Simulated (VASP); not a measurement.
Wanted: the native input for a VASP 6.6.1 run.

| Property | Result |
| --- | --- |
| Task | band structure |
| Functional | LDA |
| Potentials or basis | VASP PAW LDA potentials, release 64 (Ge_d) |
| Cutoff | 520 eV |
| k mesh | 10 × 10 × 10 |
| Occupations | gaussian, width 0.03 eV |
| Spin | no spin polarisation |
| Further INCAR settings | ALGO = Normal; EDIFF = 1e-06; NBANDS = 21 |

The structure of Ge lies in POSCAR:

```
Ge                                      
1.0
    0.0000000000      2.8370028123      2.8370028123
    2.8370028123      0.0000000000      2.8370028123
    2.8370028123      2.8370028123      0.0000000000
  Ge            
     2
Direct
     0.0000000000000000    0.0000000000000000    0.0000000000000000
     0.2500000000000000    0.2500000000000000    0.2500000000000000
```

One way to write it, as run:

INCAR

```
PREC = Accurate
ENCUT = 520
EDIFF = 1E-6
ISMEAR = 0
SIGMA = 0.03
LREAL = False
LASPH = True
NELM = 80
ALGO = Normal
ISIF = 2
LWAVE = False
LCHARG = False
GGA = CA
NBANDS = 21
```

KPOINTS

```
Automatic mesh
0
Gamma
  10 10 10
```

KPOINTS_OPT

```
explicit points
159
Reciprocal
 0.0000000000  0.0000000000  0.0000000000 1
 0.0357142857  0.0000000000  0.0357142857 1
 0.0714285714  0.0000000000  0.0714285714 1
 0.1071428571  0.0000000000  0.1071428571 1
 0.1428571429  0.0000000000  0.1428571429 1
 0.1785714286  0.0000000000  0.1785714286 1
[... 151 lines left out ...]
 0.4250000000  0.0000000000  0.4250000000 1
 0.4500000000  0.0000000000  0.4500000000 1
```

Potentials or basis: VASP PAW LDA potentials, release 64 (Ge_d).

The run is started by

```console
$ cat potpaw_LDA.64/Ge_d/POTCAR > POTCAR
$ mpirun -np 1 vasp_std > vasp.out
```

It gave:

* Pressure: -1.7 GPa
* Band gap along the path: none (metal or under the smearing width)

Caveat: this crystal is a semiconductor, whose small gap the functional closes, so the metal is an error of the method.

Run time: 78 s on 1 thread of Intel(R) Xeon(R) Platinum 8488C (Sapphire Rapids), on a shared host, peak memory 0.19 GiB.
